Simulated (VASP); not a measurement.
An input for Quantum ESPRESSO's pw.x (written as the equivalent of a VASP run, and not itself run):

```
&CONTROL
  calculation = 'scf'
  pseudo_dir = './pseudo'
  outdir = './out'
  tprnfor = .true.
  tstress = .true.
/
&SYSTEM
  ibrav = 0
  nat = 4
  ntyp = 2
  ecutwfc = 92
  occupations = 'smearing'
  smearing = 'gaussian'
  degauss = 0.0147
  input_dft = 'pbe'
/
&ELECTRONS
  conv_thr = 7.3e-08
  electron_maxstep = 100
/
ATOMIC_SPECIES
  Ga 69.723 Ga.upf
  Cu 63.546 Cu.upf
CELL_PARAMETERS angstrom
    -1.8051600    1.8051600    4.0208930
     1.8051600   -1.8051600    4.0208930
     1.8051600    1.8051600   -4.0208930
ATOMIC_POSITIONS crystal
  Ga   0.5000000  0.5000000  0.0000000
  Ga   0.7500000  0.2500000  0.5000000
  Ga   0.2500000  0.7500000  0.5000000
  Cu   0.0000000  0.0000000  0.0000000
K_POINTS automatic
  1 1 1 0 0 0
```

Task: Write the VASP files for the same calculation (PBE).

Result: One answer among several that fit: 
File POSCAR:
```
Ga3Cu
1
   -1.8051600000     1.8051600000     4.0208930000
    1.8051600000    -1.8051600000     4.0208930000
    1.8051600000     1.8051600000    -4.0208930000
Ga Cu
3 1
Direct
  0.5000000000   0.5000000000   0.0000000000
  0.7500000000   0.2500000000   0.5000000000
  0.2500000000   0.7500000000   0.5000000000
  0.0000000000   0.0000000000   0.0000000000
```

KPOINTS:
```
K-points
0
gamma
  1 1 1
0 0 0
```

### INCAR
```
SYSTEM  =  Ga3Cu
PREC  =  Accurate; ENCUT  =  300; LREAL  =  .FALSE.
LASPH  =  .TRUE.
EDIFF  =  1E-6; NELM  =  100; ALGO  =  Normal
LMAXMIX  =  4
ISMEAR  =  0; SIGMA  =  0.2
GGA  =  PE
ISIF  =  2
LWAVE  =  .FALSE.; LCHARG  =  .FALSE.
```

POTCAR, in this order: Ga_d Cu (PBE.64 set). Program: vasp_std.

Limits of the translation: the potentials are each code's own (VASP's PAW set, PseudoDojo norm-conserving files in pw.x), so ENCUT and ecutwfc are chosen apart and not converted; conv_thr bounds pw.x's estimated SCF error, while EDIFF bounds the energy change between steps.

The structure was generated: Ga3Cu was put into an ordered model structure, which need not be its known phase. The cell was not relaxed at this level. The k-mesh is coarse (spacing up to 2.46 per Å, 2π included), so the numbers may not be converged in it. The run is one of a series of settings (KPOINTS 1×1×1 Γ-centred mesh against the base run), some of them coarse on purpose.
